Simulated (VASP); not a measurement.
# MoS2 (P6_3/mmc) in VASP: settings compared, part 2 of 2

VASP 6.6.1.

## (5) Optical spectrum, PBE

File INCAR:

```
PREC = Accurate
ENCUT = 520
EDIFF = 1E-6
ISMEAR = 0
SIGMA = 0.03
LREAL = F
LASPH = T
NELM = 80
ALGO = Fast
ISIF = 2
LWAVE = F
LCHARG = F
GGA = PE
LOPTICS = T
NBANDS = 50
NEDOS = 2000
CSHIFT = 0.1
KPAR = 2
```

File KPOINTS:

```
regular mesh
0
Gamma
  12 12 3
```

File POSCAR:

```
MoS2                                    
1.0
    3.1487811847      0.0000000000      0.0000000000
   -1.5743905923      2.7269244969      0.0000000000
    0.0000000000      0.0000000000     12.0885171618
  Mo              S             
     2     4
Direct
     0.3333333332999970    0.6666666667000030    0.2500000000000000
     0.6666666667000030    0.3333333332999970    0.7500000000000000
     0.3333333332999970    0.6666666667000030    0.6205253139512692
     0.6666666667000030    0.3333333332999970    0.1205253139512692
     0.3333333332999970    0.6666666667000030    0.8794746860487308
     0.6666666667000030    0.3333333332999970    0.3794746860487308
```

Potentials or basis: VASP PAW PBE potentials, release 64 (Mo_sv, S).

Started as:

```console
> cat potpaw_PBE.64/Mo_sv/POTCAR potpaw_PBE.64/S/POTCAR > POTCAR
> mpirun -np 2 vasp_std > vasp.out
```

OUTCAR:

```text
PREC = Accurate
   ENCUT = 520
   EDIFF = 1E-6
   ISMEAR = 0
   LREAL = F
   LASPH = T
   NELM = 80
   ISIF = 2
   GGA = PE

 ion  position               nearest neighbor table
   1  0.333  0.667  0.250-   4 2.40   6 2.40   4 2.40   6 2.40   4 2.40   6 2.40
   2  0.667  0.333  0.750-   3 2.40   5 2.40   3 2.40   5 2.40   3 2.40   5 2.40
   3  0.333  0.667  0.621-   2 2.40   2 2.40   2 2.40
   4  0.667  0.333  0.121-   1 2.40   1 2.40   1 2.40
[... 1348 lines left out ...]
     3.72509     4.21584     4.21584    13.26084     0.00000    -0.00000     0.00000
     4.65637    -0.54188    -0.54188    15.15003    -0.00000     0.00000    -0.00000
[... 92 lines left out ...]
    91.26480     0.93750     0.93750     0.93689    -0.00000    -0.00000     0.00000
    92.19607     0.93882     0.93882     0.93823    -0.00000    -0.00000     0.00000

  frequency dependent IMAGINARY DIELECTRIC FUNCTION (independent particle, no local field effects) current-current
     E(ev)      X         Y         Z        XY        YZ        ZX
  --------------------------------------------------------------------------------------------------------------
     0.00000    65.29514    65.29514    40.00065     0.00000    -0.00000     0.00000
     0.93127     3.94258     3.94258     2.18120     0.00000    -0.00000     0.00000
     1.86255     7.77101     7.77101     1.64360     0.00000    -0.00000     0.00000
     2.79382    26.46895    26.46895     7.29444     0.00000    -0.00000    -0.00000
     3.72509    14.52001    14.52001     5.52908     0.00000    -0.00000     0.00000
     4.65637    12.93989    12.93989    13.65026     0.00000    -0.00000    -0.00000
[... 92 lines left out ...]
    91.26480     0.00001     0.00001     0.00001     0.00000    -0.00000    -0.00000
    92.19607     0.00001     0.00001     0.00001     0.00000    -0.00000    -0.00000

  frequency dependent      REAL DIELECTRIC FUNCTION (independent particle, no local field effects) current-current
     E(ev)        X           Y           Z          XY          YZ          ZX
  --------------------------------------------------------------------------------------------------------------
     0.00000    16.13989    16.13989    10.29456     0.00000    -0.00000     0.00000
     0.93127    17.57445    17.57445    10.69583     0.00000    -0.00000     0.00000
     1.86255    23.55493    23.55493    12.51801     0.00000    -0.00000     0.00000
     2.79382    12.54394    12.54394    11.79266     0.00000     0.00000    -0.00000
     3.72509     3.45376     3.45376    13.00138     0.00000    -0.00000     0.00000
     4.65637    -1.09056    -1.09056    14.58655    -0.00000     0.00000     0.00000
[... 92 lines left out ...]
    91.26480     0.93751     0.93751     0.93690    -0.00000    -0.00000    -0.00000
    92.19607     0.93884     0.93884     0.93824    -0.00000    -0.00000    -0.00000
```

OSZICAR:

```text
N       E                     dE             d eps       ncg     rms          rms(c)
DAV:   1     0.442177296837E+03    0.44218E+03   -0.27726E+04  3992   0.991E+02
DAV:   2    -0.272987533268E+02   -0.46948E+03   -0.44964E+03  4466   0.292E+02
DAV:   3    -0.462100750977E+02   -0.18911E+02   -0.18642E+02  4580   0.567E+01
DAV:   4    -0.464195185625E+02   -0.20944E+00   -0.20923E+00  4568   0.627E+00
DAV:   5    -0.464225127296E+02   -0.29942E-02   -0.29937E-02  4576   0.756E-01    0.349E+01
RMM:   6    -0.443085187711E+02    0.21140E+01   -0.60282E+00  4146   0.930E+00    0.134E+01
RMM:   7    -0.438720380158E+02    0.43648E+00   -0.98923E-01  3991   0.375E+00    0.929E+00
RMM:   8    -0.435684700167E+02    0.30357E+00   -0.62424E-01  4099   0.305E+00    0.205E+00
RMM:   9    -0.435434571888E+02    0.25013E-01   -0.58388E-02  4696   0.109E+00    0.282E-01
RMM:  10    -0.435438055362E+02   -0.34835E-03   -0.66104E-03  4833   0.356E-01    0.163E-01
RMM:  11    -0.435440624569E+02   -0.25692E-03   -0.14592E-03  4636   0.159E-01    0.111E-01
RMM:  12    -0.435440536618E+02    0.87951E-05   -0.29994E-04  4963   0.753E-02    0.348E-02
RMM:  13    -0.435440616424E+02   -0.79806E-05   -0.72388E-05  4961   0.371E-02    0.133E-02
RMM:  14    -0.435440633521E+02   -0.17097E-05   -0.16518E-05  4513   0.160E-02    0.109E-02
RMM:  15    -0.435440635378E+02   -0.18570E-06   -0.34897E-06  3919   0.757E-03
   1 F= -.43544064E+02 E0= -.43544064E+02  d E =-.340303E-14
 imaginary and real dielectric function
```

Wall time 80 s (2 MPI ranks of Intel Xeon Platinum 8488C (Sapphire Rapids), shared host); peak memory 0.48 GiB.

What came out:

```
Free energy            : -43.5441 eV
Pressure               : 4.1 GPa
Largest force          : 0.003 eV/Å
Band gap on the k mesh : 0.80 eV, indirect (least direct gap 1.71 eV)
```

Forces in eV/Å, atoms in the order of the input:
```
Mo   0.000  0.000  0.000
Mo   0.000  0.000  0.000
S    0.000  0.000  0.003
S    0.000  0.000  0.003
S    0.000  0.000 -0.003
S    0.000  0.000 -0.003
```

Levels at points of the mesh, in eV from the valence-band top:
| k point | band 24 | band 25 | band 26 | band 27 | band 28 | band 29 |
| --- | --- | --- | --- | --- | --- | --- |
| (0.00, 0.00, 0.00) | -1.27 | -1.11 | 0.00 | 2.09 | 2.09 | 2.13 |
| (0.50, 0.00, 0.00) | -1.52 | -1.49 | -1.33 | 1.62 | 1.68 | 2.00 |

Dielectric function (mean over the directions given):
| energy (eV) | real part | imaginary part |
| --- | --- | --- |
| 0.28 | 14.33 | 0.06 |
| 0.74 | 14.92 | 0.20 |
| 1.21 | 16.33 | 0.46 |
| 1.77 | 19.99 | 3.23 |
| 2.24 | 23.73 | 11.17 |
| 2.79 | 13.68 | 19.19 |
| 3.26 | 5.75 | 15.50 |
| 3.73 | 7.23 | 11.20 |
| 4.28 | 5.35 | 14.20 |
| 4.75 | 4.68 | 13.85 |
| 5.31 | 2.07 | 14.05 |
| 5.77 | -5.00 | 11.45 |
| 6.24 | -3.84 | 7.71 |
| 6.80 | -2.40 | 5.78 |
| 7.26 | -1.22 | 5.41 |
| 7.82 | -1.14 | 4.83 |
| 8.29 | -0.11 | 3.55 |
| 8.75 | 1.23 | 4.15 |
| 9.31 | 1.00 | 5.51 |
| 9.78 | 0.42 | 5.84 |
| 10.34 | -0.69 | 5.42 |
| 10.80 | -1.27 | 5.04 |
| 11.36 | -1.99 | 4.90 |
| 11.83 | -2.28 | 3.97 |
| 12.29 | -2.09 | 3.38 |
| 12.85 | -1.88 | 2.64 |
| 13.32 | -2.20 | 2.71 |
| 13.88 | -1.61 | 2.33 |
| 14.34 | -1.67 | 2.22 |
| 14.81 | -2.30 | 1.85 |
| 15.37 | -2.07 | 1.57 |
| 15.83 | -1.92 | 1.11 |
| 16.39 | -1.60 | 0.77 |
| 16.86 | -1.45 | 0.60 |
| 17.32 | -1.24 | 0.48 |
| 17.88 | -1.05 | 0.30 |
| 18.35 | -0.89 | 0.27 |
| 18.90 | -0.68 | 0.15 |
| 19.37 | -0.59 | 0.14 |
| 19.93 | -0.42 | 0.09 |

Caveat: independent-particle spectra lack excitons; an odd mesh through Γ misses points on the zone boundary, where band edges often lie; this functional lacks dispersion, which binds the layers, so the pressure and a relaxed spacing across them are unreliable.

## (6) The runs side by side

```tsv
task	level	spin	k mesh	monkhorst-Pack mesh	gap on the mesh (eV)
band structure	TB-mBJ	off	12 × 12 × 3	-	1.04
band structure	TB-mBJ	SOC, no magnetisation	9 × 9 × 2	-	-
dielectric tensor	PBE	off	15 × 15 × 3	no	0.83
optical spectrum	PBE	off	12 × 12 × 3	-	0.80
```

Alike in all rows: potentials or basis VASP PAW PBE potentials, release 64 (Mo_sv, S); cell as given; cutoff (eV) 520; smearing gaussian 0.03 eV.

On the cell as given the gap runs from 0.80 eV (PBE) to 1.04 eV (TB-mBJ); the meshes differ, which moves gaps too.

Caveats: the PAW data sets were made with another functional, which shifts forces and pressure a little (some runs); an odd mesh through Γ misses points on the zone boundary, where band edges often lie (some runs); this functional lacks dispersion, which binds the layers, so the pressure and a relaxed spacing across them are unreliable (some runs); independent-particle spectra lack excitons (some runs).

Total energies depend on the potentials used, so only differences within one code and one set of settings carry meaning.

## (7) Against experiment

Step 2. A measured gap of MoS2 is 1.3 eV (indirect; 300 K; “Multiwavelength excitation Raman Scattering Analysis of bulk and 2 dimensional MoS2: Vibrational properties of atomically thin MoS2 layers”, 2015, arxiv:1506.03228); the calculated 1.04 eV misses it by -0.26 eV. Spin-orbit coupling on Mo is left out. The value is that of TB-mBJ, without temperature or zero-point motion.

Step 4. The gap isn't set beside the deposited one, since this odd mesh misses points on the zone boundary.

Step 5. The gap isn't set beside the deposited one, since this odd mesh misses points on the zone boundary.
